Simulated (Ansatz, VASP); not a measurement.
# One calculation of Zr3BC4, two programs

```xyz
8
Lattice="4.6150 0.0000 0.0000 0.0000 4.6150 0.0000 0.0000 0.0000 4.6150" Properties=species:S:1:pos:R:3 pbc="T T T"
Zr    0.0000    2.3075    2.3075
Zr    2.3075    0.0000    2.3075
Zr    2.3075    2.3075    0.0000
B     0.0000    0.0000    0.0000
C     2.3075    0.0000    0.0000
C     0.0000    2.3075    0.0000
C     0.0000    0.0000    2.3075
C     2.3075    2.3075    2.3075
```

Alike in both runs: functional PBE; k mesh 8 × 8 × 8; occupations gaussian, width 0.1 eV; no spin polarisation.

Ansatz relaxed the structure, and its values are those at the end. VASP's run is a single point on that final structure, the one shown.

```csv
,VASP,Ansatz
version,VASP 6.6.1,Ansatz 0.2.0
potentials or method,"VASP PAW PBE potentials, release 64 (Zr_sv, B, C)","scalar-relativistic, plane waves, PAW"
plane-wave cutoff (eV),520,420
valence electrons in the cell,55,55
```

|  | VASP | Ansatz | Ansatz less VASP |
| --- | --- | --- | --- |
| gap on the k mesh at the Fermi level (eV) | none | none | - |
| pressure (GPa) | 0.2 | 0.0 | -0.19 |

A gap of «none» marks a metal or a gap that the smearing closes.
